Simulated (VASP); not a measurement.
Input:

```xyz
2
Lattice="0.0000 2.7467 2.7467 2.7467 0.0000 2.7467 2.7467 2.7467 0.0000" Properties=species:S:1:pos:R:3 pbc="T T T"
Mg     0.0000     0.0000     0.0000
Se     2.7467     2.7467     2.7467
```

The numbers are results of TPSS meta-GGA, VASP's PBE PAW potentials (set 64) (plane waves; VASP), not measurements. Numerical set-up: 520 eV cut-off, 9×9×9 Γ-centred mesh, tetrahedra with Blöchl corrections, potentials Mg Se.

### Question
Tabulate the total density of states (states/eV per cell) against energy (eV; zero at the valence-band maximum or, without a gap, the Fermi level).

### Answer

(E (eV), DOS (states/eV)): (-9.94, 0.00); (-9.58, 0.00); (-9.10, 0.00); (-8.74, 0.00); (-8.38, 0.00); (-7.90, 0.00); (-7.54, 0.00); (-7.18, 0.00); (-6.82, 0.00); (-6.34, 0.00); (-5.98, 0.00); (-5.62, 0.00); (-5.14, 0.00); (-4.78, 0.07); (-4.42, 0.64); (-3.94, 3.01); (-3.58, 0.71); (-3.22, 0.42); (-2.74, 0.97); (-2.38, 1.00); (-2.02, 1.37); (-1.66, 1.89); (-1.18, 1.87); (-0.82, 1.97); (-0.46, 1.26); (0.02, 0.01); (0.38, 0.00); (0.74, 0.00); (1.22, 0.00); (1.58, 0.00); (1.94, 0.00); (2.42, 0.07); (2.78, 0.17); (3.14, 0.26); (3.50, 0.39); (3.98, 0.64); (4.34, 1.36); (4.70, 1.97); (5.18, 0.59); (5.54, 0.55)
Within 2 eV below the valence-band maximum the largest weight inside VASP's projection spheres is Se p.

The compound is MgSe in the rock salt structure. It was relaxed first.
